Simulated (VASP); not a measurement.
Output of a VASP run:

**OSZICAR**
```
       N       E                     dE             d eps       ncg     rms          rms(c)
DAV:   1     0.280529497642E+03    0.28053E+03   -0.22707E+04   480   0.167E+03
DAV:   2    -0.850951001855E+02   -0.36562E+03   -0.36015E+03   624   0.402E+02
DAV:   3    -0.106732070643E+03   -0.21637E+02   -0.21610E+02   792   0.955E+01
DAV:   4    -0.107276749803E+03   -0.54468E+00   -0.54440E+00   688   0.123E+01
DAV:   5    -0.107292033909E+03   -0.15284E-01   -0.15284E-01   712   0.137E+00    0.285E+01
DAV:   6    -0.868651880820E+02    0.20427E+02   -0.31085E+01   648   0.397E+01    0.107E+01
DAV:   7    -0.840121296166E+02    0.28531E+01   -0.25837E+00   672   0.129E+01    0.418E+00
DAV:   8    -0.883904776011E+02   -0.43783E+01   -0.15054E+00   560   0.108E+01    0.201E+00
DAV:   9    -0.845471054986E+02    0.38434E+01   -0.10397E+00   488   0.823E+00    0.532E-01
DAV:  10    -0.848320073410E+02   -0.28490E+00   -0.21224E-01   600   0.360E+00    0.600E-01
DAV:  11    -0.848310962129E+02    0.91113E-03   -0.67583E-03   736   0.476E-01    0.618E-01
DAV:  12    -0.848686230608E+02   -0.37527E-01   -0.10835E-02   544   0.952E-01    0.463E-01
DAV:  13    -0.850696989568E+02   -0.20108E+00   -0.10480E-01   488   0.322E+00    0.381E-01
DAV:  14    -0.850686246190E+02    0.10743E-02   -0.24874E-03   768   0.350E-01    0.342E-01
DAV:  15    -0.850706067719E+02   -0.19822E-02   -0.85305E-04   608   0.285E-01    0.322E-01
DAV:  16    -0.850735449995E+02   -0.29382E-02   -0.11133E-03   536   0.342E-01    0.227E-01
DAV:  17    -0.850757218606E+02   -0.21769E-02   -0.16061E-03   512   0.394E-01    0.187E-01
DAV:  18    -0.850756322672E+02    0.89593E-04   -0.47670E-04   512   0.214E-01    0.175E-01
DAV:  19    -0.850759499130E+02   -0.31765E-03   -0.15299E-04   576   0.137E-01    0.159E-01
DAV:  20    -0.850759542689E+02   -0.43560E-05   -0.13203E-05   600   0.332E-02    0.154E-01
DAV:  21    -0.850759275983E+02    0.26671E-04   -0.81500E-06   632   0.277E-02    0.132E-01
DAV:  22    -0.850759132688E+02    0.14329E-04   -0.14481E-05   728   0.331E-02    0.106E-01
DAV:  23    -0.850758996434E+02    0.13625E-04   -0.16745E-05   616   0.360E-02    0.945E-02
DAV:  24    -0.850758806490E+02    0.18994E-04   -0.18681E-05   768   0.347E-02    0.598E-02
DAV:  25    -0.850758704181E+02    0.10231E-04   -0.17403E-05   712   0.290E-02    0.335E-02
DAV:  26    -0.850758669249E+02    0.34932E-05   -0.76506E-06   784   0.193E-02    0.157E-02
DAV:  27    -0.850758666081E+02    0.31688E-06   -0.15068E-06   752   0.891E-03    0.762E-03
DAV:  28    -0.850758676415E+02   -0.10334E-05   -0.84608E-07   744   0.774E-03    0.160E-03
DAV:  29    -0.850758678641E+02   -0.22260E-06   -0.13066E-07   464   0.334E-03    0.405E-04
DAV:  30    -0.850758678970E+02   -0.32916E-07   -0.25859E-08   400   0.134E-03
   1 F= -.85075868E+02 E0= -.85075868E+02  d E =-.283904E-18
```

File OUTCAR:
```
------------------------ aborting loop because EDIFF is reached ----------------------------------------
  FORCE on cell =-STRESS in cart. coord.  units (eV):
  Direction    XX          YY          ZZ          XY          YZ          ZX
  --------------------------------------------------------------------------------------
  Total       -2.1774291     -2.1774291     -2.1774291     -0.0000000     -0.0000000      0.0000000
  in kB      -45.2637085    -45.2637085    -45.2637085     -0.0000000     -0.0000000      0.0000000
  external PRESSURE =     -45.2637085 kB  Pullay stress =       0.0000000 kB
  volume of cell :       77.07
      direct lattice vectors                 reciprocal lattice vectors
     4.255672074  0.000000000  0.000000000     0.234980511  0.000000000  0.000000000
     0.000000000  4.255672074  0.000000000     0.000000000  0.234980511  0.000000000
     0.000000000  0.000000000  4.255672074     0.000000000  0.000000000  0.234980511
 POSITION                                       TOTAL-FORCE (eV/Angst)
 -----------------------------------------------------------------------------------
      0.00000      0.00000      0.00000         0.000000      0.000000      0.000000
      2.12784      2.12784      2.12784         0.000000      0.000000      0.000000
      2.12784      0.00000      2.12784         0.000000      0.000000      0.000000
      0.00000      2.12784      2.12784         0.000000      0.000000      0.000000
      2.12784      2.12784      0.00000         0.000000      0.000000      0.000000
 -----------------------------------------------------------------------------------
    total drift:                                0.000000     -0.000000     -0.000000
  FREE ENERGIE OF THE ION-ELECTRON SYSTEM (eV)
  ---------------------------------------------------
  free  energy   TOTEN  =       -85.0758678970 eV

  energy  without entropy=      -85.0758678970  energy(sigma->0) =      -85.07586790
```
(Selected blocks of OUTCAR.)

File POSCAR:
```
BaZrO3
1
    4.2556720739     0.0000000000     0.0000000000
    0.0000000000     4.2556720739     0.0000000000
    0.0000000000     0.0000000000     4.2556720739
Ba Zr O
1 1 3
Direct
  0.0000000000   0.0000000000   0.0000000000
  0.5000000000   0.5000000000   0.5000000000
  0.5000000000   0.0000000000   0.5000000000
  0.0000000000   0.5000000000   0.5000000000
  0.5000000000   0.5000000000   0.0000000000
```

Problem. Write an INCAR and KPOINTS that could have produced this output.

Solution. Several could match; the one computed here: the input of the run itself, r2SCAN meta-GGA, plane waves, VASP's PBE PAW potentials (set 64).

KPOINTS:
```
Automatic mesh
0
Gamma
5 5 5
0 0 0
```

### INCAR
```
SYSTEM = BaZrO3
PREC = Accurate; ENCUT = 520; LREAL = F
LASPH = T
EDIFF = 1E-7; NELM = 100; ALGO = Normal
LMAXMIX = 4; LMIXTAU = T
ISMEAR = 0; SIGMA = 0.05
METAGGA = R2SCAN
ISIF = 2
LWAVE = F; LCHARG = F
```

POTCAR, in this order: Ba_sv Zr_sv O (PBE.64 set). Program: vasp_std.

The compound is BaZrO3 in the cubic perovskite structure. This cell is one point of a volume scan, at 1.03 of the reference volume.
